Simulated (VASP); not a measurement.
Given:

```
CELL_PARAMETERS angstrom
      1.79500    -3.10903     0.00000
      1.79500     3.10903     0.00000
      0.00000     0.00000     5.65000
ATOMIC_POSITIONS crystal
  Dy 0.33333 0.66667 0.25000
  Dy 0.66667 0.33333 0.75000
```

Method: PBE GGA with D3 dispersion (zero damping), VASP's PBE PAW potentials (set 64) (plane waves; VASP 6.6.1). Numerical set-up: 520 eV cut-off, 11×11×6 Γ-centred mesh, first-order Methfessel-Paxton smearing of 0.10 eV, potentials Dy_3.

The 4f electrons are frozen in the core of the lanthanide potential, so 4f levels, which can set the real gap, and their magnetism are missing. Energy and stress use the plane-wave basis of the starting cell.

**Question.** The ions, cell shape and volume are relaxed. Predict the relaxed structure.

**Answer.** 
```
CELL_PARAMETERS angstrom
      1.78090    -3.08461     0.00000
      1.78090     3.08461     0.00000
      0.00000     0.00000     5.48701
ATOMIC_POSITIONS crystal
  Dy 0.33333 0.66667 0.25000
  Dy 0.66667 0.33333 0.75000
```
Space group P6_3/mmc (194), at a tolerance of 0.03 Å.

**Question.** How do energy and volume change from the first to the last step?

**Answer.** The energy (σ→0) changes by -10.2 meV/atom and the volume by -4.4 %, in 7 ionic steps.

The compound is Dy in the hcp structure. This run relaxes it. Symmetry was kept, so distortions that lower it aren't found.
